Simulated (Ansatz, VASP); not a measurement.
**One calculation of Na2ClF, two programs**

```
F Cl Na
1.0
     1.81069    1.04540    5.83540
    -1.81069    1.04540    5.83540
     0.00000   -2.09080    5.83540
F Cl Na
1 1 2
Cartesian
  1.8107 1.0454 5.8354
  0.0000 0.0000 8.7531
  0.0000 0.0000 4.6158
  0.0000 0.0000 12.8904
```

Change from the starting cell: uniaxial_z strain -1.4%.

Alike in both runs: task single point; functional PBE; k mesh 8 × 8 × 8; occupations fermi-dirac, width 0.02 eV; no spin polarisation.

|  | VASP | Ansatz |
| --- | --- | --- |
| version | VASP 6.6.1 | Ansatz 0.2.0 |
| potentials or method | VASP PAW PBE potentials, release 64 (F, Cl, Na_pv) | plane waves, PAW |
| plane-wave cutoff (eV) | 520 | 420 |
| valence electrons in the cell | 28 | 32 |

|  | VASP | Ansatz | Ansatz less VASP |
| --- | --- | --- | --- |
| gap on the k mesh at the Fermi level (eV) | 4.44 | 4.44 | +0.003 |
| pressure (GPa) | 2.4 | 2.5 | +0.08 |
| largest component of the traceless stress (GPa) | 0.41 | 0.41 | -0.005 |
| rms of the force components (eV/Å) | 0.012 | 0.012 | -0.0002 |

Atom by atom the forces differ by 0.000 eV/Å (rms over components). The two sets of potentials don't hold the same shells in valence.

A k mesh can miss the band edges.
